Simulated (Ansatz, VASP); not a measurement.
## RePd in two plane-wave programs

One calculation is typed for both programs; each brings its own data sets and cutoff. How far apart do they land? The cell is invented: As first built, before any earlier steps moved the atoms (in the runner's words): it takes the ReOs structure with some of its atoms replaced by other elements, volume scaled by an estimate. It may not be a known or stable phase. The cell is taken from a series of VASP runs on this material, whose earlier steps may have relaxed, scaled or displaced it; both programs get it as it stands.

Program: Ansatz 0.2.0. Level of theory: plane waves, with VASP 6.6.1 beside it; relaxation of cell and atoms at RPBE. Results are calculated unless marked as measured.

## Step 1: The starting structure

Symmetry: P-6m2, No. 187, hexagonal system. The conventional cell has a = 2.757 Å, b = 2.757 Å, c = 4.564 Å, α = 90.00°, β = 90.00°, γ = 120.00°. Nearest to Re lie 6 Re at 2.76 Å and 6 Pd at 2.78 Å. Nearest to Pd lie 6 Pd at 2.76 Å and 6 Re at 2.78 Å. As first built, before any earlier steps moved the atoms (in the runner's words): sites of the ReOs structure (space group 187) filled with other elements, volume scaled by an estimate. Farther neighbours are not listed.

As a file:

```cif
data_structure
_symmetry_space_group_name_H-M 'P 1'
_symmetry_Int_Tables_number 1
_cell_length_a 2.7567
_cell_length_b 2.7567
_cell_length_c 4.5641
_cell_angle_alpha 90.000
_cell_angle_beta 90.000
_cell_angle_gamma 120.000
_cell_volume 30.04
loop_
_atom_site_label
_atom_site_type_symbol
_atom_site_fract_x
_atom_site_fract_y
_atom_site_fract_z
_atom_site_occupancy
Re1 Re 0.00000 0.00000 0.00000 1
Pd2 Pd 0.33333 0.66667 0.50000 1
```

## Step 2: VASP: relaxation of cell and atoms, RPBE

The relaxed volume is the usual yardstick between codes: its relative difference is about their pressure difference at one cell divided by the bulk modulus.

Lines of VASP's logs that name or quote its potential files are left out, and so is its time.

File INCAR:

```
SYSTEM = RePd
PREC = Accurate
ENCUT = 400
EDIFF = 1E-06
NELM = 100
ISMEAR = 1
SIGMA = 0.2
LREAL = .FALSE.
ALGO = Normal
GGA = RP
LORBIT = 11
LWAVE = .FALSE.
LCHARG = .FALSE.
IBRION = 2
NSW = 60
ISIF = 3
EDIFFG = -0.01
```

File POSCAR:

```
RePd
1.0
    2.7566938500      0.0000000000      0.0000000000
   -1.3783469300      2.3873669100      0.0000000000
    0.0000000000      0.0000000000      4.5640746300
Re Pd
1 1
Direct
    0.0000000000      0.0000000000      0.0000000000
    0.3333333330      0.6666666670      0.5000000000
```

File KPOINTS:

```
Automatic mesh
0
Gamma
8 8 4
0 0 0
```

PAW data sets: Re and Pd (PBE family, release 64).

On the command line:

```
$ mpirun -np 1 vasp_std
```

Numbers of over 12 decimals in the logs are rounded to 6 here.

The log of the run:

```text
[banner, memory and clock lines left out]
running    1 mpi-ranks, on    1 nodes
 distrk:  each k-point on    1 cores,    1 groups
 distr:  one band on    1 cores,    1 groups

 POSCAR found type information on POSCAR RePd
 POSCAR found :  2 types and       2 ions
|                                                                             |
|               ----> ADVICE to this user running VASP <----                  |
|                                                                             |
|     You enforced a specific xc type in the INCAR file but a different       |
|     [... a line on the potential file left out ...]
|     I HOPE YOU KNOW WHAT YOU ARE DOING!                                     |
|                                                                             |

 LDA part: xc-table for (Slater+PW92), standard interpolation
 POSCAR, INCAR and KPOINTS ok, starting setup
 FFT: planning ... GRIDC
 FFT: planning ... GRID_SOFT
 FFT: planning ... GRID
 WAVECAR not read
 entering main loop
       N       E                     dE             d eps       ncg     rms          rms(c)
DAV:   1     0.516804518023E+02    0.51680E+02   -0.73473E+03  1224   0.133E+03
DAV:   2    -0.159783851538E+02   -0.67659E+02   -0.61036E+02  1124   0.295E+02
DAV:   3    -0.172904908708E+02   -0.13121E+01   -0.12920E+01  1164   0.507E+01
DAV:   4    -0.172987270445E+02   -0.82362E-02   -0.81375E-02   920   0.260E+00
DAV:   5    -0.172990710404E+02   -0.34400E-03   -0.34398E-03  1168   0.596E-01    0.246E+01
DAV:   6    -0.163770905594E+02    0.92198E+00   -0.13960E+00  1168   0.283E+01    0.888E+00
DAV:   7    -0.161903772581E+02    0.18671E+00   -0.42330E-01  1180   0.171E+01    0.152E+00
DAV:   8    -0.161831806956E+02    0.71966E-02   -0.21576E-02  1068   0.530E+00    0.942E-01
DAV:   9    -0.161769414388E+02    0.62393E-02   -0.15108E-02  1184   0.374E+00    0.159E-01
DAV:  10    -0.161768653875E+02    0.76051E-04   -0.75183E-04  1072   0.326E-01    0.920E-02
DAV:  11    -0.161768613119E+02    0.40756E-05   -0.96754E-05  1152   0.129E-01    0.151E-02
DAV:  12    -0.161768645032E+02   -0.31913E-05   -0.68125E-06   900   0.472E-02    0.819E-03
DAV:  13    -0.161768635055E+02    0.99772E-06   -0.46295E-07   412   0.113E-02
   1 F= -.16176864E+02 E0= -.16177681E+02  d E =-.161769E+02
 curvature:   0.00 expect dE= 0.000E+00 dE for cont linesearch  0.000E+00
 trial: gam= 0.00000 g(F)=  0.992E-48 g(S)=  0.120E-02 ort = 0.000E+00 (trialstep = 0.100E+01)
 search vector abs. value=  0.120E-02
 bond charge predicted
       N       E                     dE             d eps       ncg     rms          rms(c)
DAV:   1    -0.161800814429E+02   -0.32169E-02   -0.18071E-01  1096   0.109E+01    0.338E-01
DAV:   2    -0.161785934961E+02    0.14879E-02   -0.61219E-03  1180   0.183E+00    0.269E-01
DAV:   3    -0.161775685497E+02    0.10249E-02   -0.24621E-03  1140   0.183E+00    0.114E-01
DAV:   4    -0.161771810327E+02    0.38752E-03   -0.70547E-04  1116   0.348E-01    0.487E-02
DAV:   5    -0.161771737376E+02    0.72951E-05   -0.44585E-05  1152   0.137E-01    0.114E-02
DAV:   6    -0.161771727161E+02    0.10215E-05   -0.16020E-06   512   0.545E-02    0.668E-03
DAV:   7    -0.161771729463E+02   -0.23023E-06   -0.66880E-07   392   0.148E-02
   2 F= -.16177173E+02 E0= -.16177687E+02  d E =-.309441E-03
 trial-energy change:   -0.000309  1 .order   -0.000290   -0.001202    0.000621
 step:   0.6731(harm=  0.6594)  dis= 0.00000  next Energy=   -16.177274 (dE=-0.410E-03)
 bond charge predicted
       N       E                     dE             d eps       ncg     rms          rms(c)
DAV:   1    -0.161775904641E+02   -0.41775E-03   -0.19404E-02  1092   0.363E+00    0.111E-01
DAV:   2    -0.161774300228E+02    0.16044E-03   -0.65235E-04  1180   0.594E-01    0.877E-02
DAV:   3    -0.161773272339E+02    0.10279E-03   -0.26145E-04  1140   0.590E-01    0.376E-02
DAV:   4    -0.161772828307E+02    0.44403E-04   -0.74430E-05  1116   0.114E-01    0.159E-02
DAV:   5    -0.161772819949E+02    0.83588E-06   -0.39153E-06   708   0.459E-02
   3 F= -.16177282E+02 E0= -.16177891E+02  d E =-.418489E-03
 curvature:  -0.33 expect dE=-0.641E-05 dE for cont linesearch -0.483E-06
 trial: gam= 0.05115 g(F)=  0.113E-47 g(S)=  0.195E-04 ort =-0.420E-04 (trialstep = 0.935E+00)
 search vector abs. value=  0.183E-04
 reached required accuracy - stopping structural energy minimisation
```

Parts of OUTCAR (step 2):

```text
ion  position               nearest neighbor table
   1  0.000  0.000  0.000-   2 2.78   2 2.78   2 2.78   2 2.78   2 2.78   2 2.78
   2  0.333  0.667  0.500-   1 2.78   1 2.78   1 2.78   1 2.78   1 2.78   1 2.78

  LATTYP: Found a hexagonal cell.
 ALAT       =     2.7566938500
 C/A-ratio  =     1.6556334792

 Subroutine GETGRP returns: Found 12 space group operations
 (whereof 12 operations were pure point group operations)

The static configuration has the point symmetry D_3h.

 Found     30 irreducible k-points:

   k-points           NKPTS =     30   k-points in BZ     NKDIM =     30   number of bands    NBANDS=     12

   dimension x,y,z NGX =    18 NGY =   18 NGZ =   30
   dimension x,y,z NGXF=    36 NGYF=   36 NGZF=   60

   ENCUT  =  400.0 eV  29.40 Ry    5.42 a.u.   4.50  4.50  7.44*2*pi/ulx,y,z

   NELECT =      17.0000    total number of electrons

 k-points in reciprocal lattice and weights: Automatic mesh
   0.00000000  0.00000000  0.00000000       0.004
   0.12500000  0.00000000  0.00000000       0.023
   0.25000000  0.00000000  0.00000000       0.023
   0.37500000  0.00000000  0.00000000       0.023
   0.50000000  0.00000000  0.00000000       0.012
   0.12500000  0.12500000  0.00000000       0.023
   0.25000000  0.12500000  0.00000000       0.047
   0.37500000  0.12500000  0.00000000       0.047
   0.25000000  0.25000000  0.00000000       0.023
[...]
0.25000000  0.25000000  0.50000000       0.023
   0.37500000  0.25000000  0.50000000       0.023

 average (electrostatic) potential at core
       1 -38.5533       2 -72.0597

 E-fermi :   9.1468

 k-point     1 :       0.0000    0.0000    0.0000
  band No.  band energies     occupation
    ...
      6       6.9350      2.00000
      7       6.9350      2.00000
      8       7.8354      2.00000
      9       7.8354      2.00000
     10       9.0967      1.40966
     11      10.9758     -0.00000
     12      10.9758     -0.00000

 k-point     2 :       0.1250    0.0000    0.0000
  band No.  band energies     occupation
    ...
      6       6.3445      2.00000
      7       6.7712      2.00000
      8       7.5123      2.00000
      9       8.1459      2.00000
     10       8.3908      2.00000
     11      10.9658     -0.00000
     12      12.6551     -0.00000

 k-point     3 :       0.2500    0.0000    0.0000
  band No.  band energies     occupation
    ...
      5       6.3725      2.00000
      6       6.4028      2.00000
      7       7.0487      2.00000
      8       7.2781      2.00000
      9       8.0285      2.00000
     10       9.9374     -0.00000
     11      10.9245     -0.00000
     12      15.2465      0.00000

  Total       -0.0152277     -0.0152277     -0.0185364      0.0000000     -0.0000000      0.0000000
  in kB       -0.8113177     -0.8113177     -0.9876048      0.0000000     -0.0000000      0.0000000
  external PRESSURE =      -0.8700801 kB  Pullay stress =       0.0000000 kB

  energy-cutoff  :      400.00
  volume of cell :       30.07
      direct lattice vectors                 reciprocal lattice vectors
     2.753732374  0.000000000  0.000000000     0.363143496  0.209660995  0.000000000
    -1.376866192  2.384802196 -0.000000000    -0.000000000  0.419321989  0.000000000
     0.000000000  0.000000000  4.579091697    -0.000000000  0.000000000  0.218383921

 POSITION                                       TOTAL-FORCE (eV/Angst)
 -----------------------------------------------------------------------------------
      0.00000      0.00000      0.00000        -0.000000     -0.000000     -0.000000
     -0.00000      1.58987      2.28955         0.000000      0.000000      0.000000
 -----------------------------------------------------------------------------------
    total drift:                                0.000000     -0.000000     -0.000000

  FREE ENERGIE OF THE ION-ELECTRON SYSTEM (eV)
  ---------------------------------------------------
  free  energy   TOTEN  =       -16.1772819949 eV

  energy  without entropy=      -16.1791076034  energy(sigma->0) =      -16.17789053

 reached required accuracy - stopping structural energy minimisation

 total charge
# of ion       s       p       d       tot
------------------------------------------
    1        0.597   0.570   4.645   5.813
    2        0.527   0.637   8.444   9.608
--------------------------------------------------
tot          1.124   1.207  13.089  15.421

[... 3 further parts left out ...]
```

CONTCAR:

```
RePd
   1.00000000000000
     2.7537323737357684    0.0000000000062024    0.0000000000000000
    -1.3768661918571412    2.3848021963018255   -0.0000000000000000
     0.0000000000000000    0.0000000000000000    4.5790916973334888
  Re              Pd
     1     1
Direct
     0.0000000000000000    0.0000000000000000    0.0000000000000000
     0.3333333329999988    0.6666666670000012    0.5000000000000000
```

The data set Re keeps the semicore shell frozen, which is cheaper and a little less accurate. The run keeps the 12 symmetry operations of its start, so it cannot find a distortion of lower symmetry.

(Part 1 of 2 ends here.)

[Lines on the potential files, build, host, timing and source positions are cut from VASP's logs without a mark.]

[Logs are printed without paths, hosts, clocks, repeated set-up lines and the standing remarks that a program may print on its own settings, such as how far it seeks lower states.]

[Hosts, paths, dates, database ids (printed as entryN), source tags and the programs' standing remarks are cut or masked in the printed files.]
